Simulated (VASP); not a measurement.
Set up this calculation in VASP 6.6.1, as the native input.

```
Task                   : band structure
Functional             : TB-mBJ
Potentials or basis    : VASP PAW PBE potentials, release 64 (Zr_sv, Cd, O_h)
Cutoff                 : 900 eV
k mesh                 : 6 × 6 × 9
Occupations            : gaussian, width 0.05 eV
Spin                   : no spin polarisation
Further INCAR settings : ALGO = Normal; EDIFF = 1e-07; NBANDS = 29
```

Zr2CdO:

```xyz
4
Lattice="4.9128 0.0000 0.0000 0.0000 4.9128 0.0000 0.0000 0.0000 2.9616" Properties=species:S:1:pos:R:3 pbc="T T T"
Zr    0.0000    2.4564    1.4808
Zr    2.4564    0.0000    1.4808
Cd    2.4564    2.4564    0.0000
O     0.0000    0.0000    0.0000
```

The cell was built by a generator and needn't be a form met in nature.

The input as run:

POSCAR

```
Zr2CdO
4.9128
    1.000000000000      0.000000000000      0.000000000000
    0.000000000000      1.000000000000      0.000000000000
    0.000000000000      0.000000000000      0.602829343755
Zr Cd O
2 1 1
Direct
    0.0000000000      0.5000000000      0.5000000000
    0.5000000000      0.0000000000      0.5000000000
    0.5000000000      0.5000000000      0.0000000000
    0.0000000000      0.0000000000      0.0000000000
```

INCAR.step1

```
ALGO = Normal
EDIFF = 1E-5
ENCUT = 900
GGA = PE
ISIF = 2
ISMEAR = 0
LASPH = T
LCHARG = F
LMAXMIX = 4
LREAL = F
LWAVE = T
NBANDS = 29
NELM = 100
PREC = Accurate
SIGMA = 0.05
```

INCAR.step2

```
ALGO = Normal
EDIFF = 1E-7
ENCUT = 900
ISIF = 2
ISMEAR = 0
ISTART = 1
LASPH = T
LCHARG = F
LMAXMIX = 4
LREAL = F
LWAVE = F
METAGGA = MBJ
NBANDS = 29
NELM = 100
PREC = Accurate
SIGMA = 0.05
```

KPOINTS

```
k-points
0
Gamma
  6 6 9
```

KPOINTS_OPT

```
path GXMGZRAZ,XR,MA
15
line-mode
reciprocal
 0.0000000000  0.0000000000  0.0000000000  G
 0.0000000000  0.5000000000  0.0000000000  X

 0.0000000000  0.5000000000  0.0000000000  X
 0.5000000000  0.5000000000  0.0000000000  M

 0.5000000000  0.5000000000  0.0000000000  M
 0.0000000000  0.0000000000  0.0000000000  G

 0.0000000000  0.0000000000  0.0000000000  G
 0.0000000000  0.0000000000  0.5000000000  Z

 0.0000000000  0.0000000000  0.5000000000  Z
 0.0000000000  0.5000000000  0.5000000000  R

 0.0000000000  0.5000000000  0.5000000000  R
 0.5000000000  0.5000000000  0.5000000000  A

 0.5000000000  0.5000000000  0.5000000000  A
 0.0000000000  0.0000000000  0.5000000000  Z

 0.0000000000  0.5000000000  0.0000000000  X
 0.0000000000  0.5000000000  0.5000000000  R

 0.5000000000  0.5000000000  0.0000000000  M
 0.5000000000  0.5000000000  0.5000000000  A
```

Potentials or basis: VASP PAW PBE potentials, release 64 (Zr_sv, Cd, O_h).

Launch:

```sh
$ cat potpaw_PBE.64/Zr_sv/POTCAR potpaw_PBE.64/Cd/POTCAR potpaw_PBE.64/O_h/POTCAR > POTCAR
$ cp INCAR.step1 INCAR
$ mpirun -np 1 vasp_std > vasp.out
$ cp INCAR.step2 INCAR
$ mpirun -np 1 vasp_std > vasp.out
```

Results of the run:

The band gap along the path is none (metal or under the smearing width).

It took 27 min on 1 thread of Intel(R) Xeon(R) Platinum 8488C (Sapphire Rapids) (shared host), peak memory 0.53 GiB.
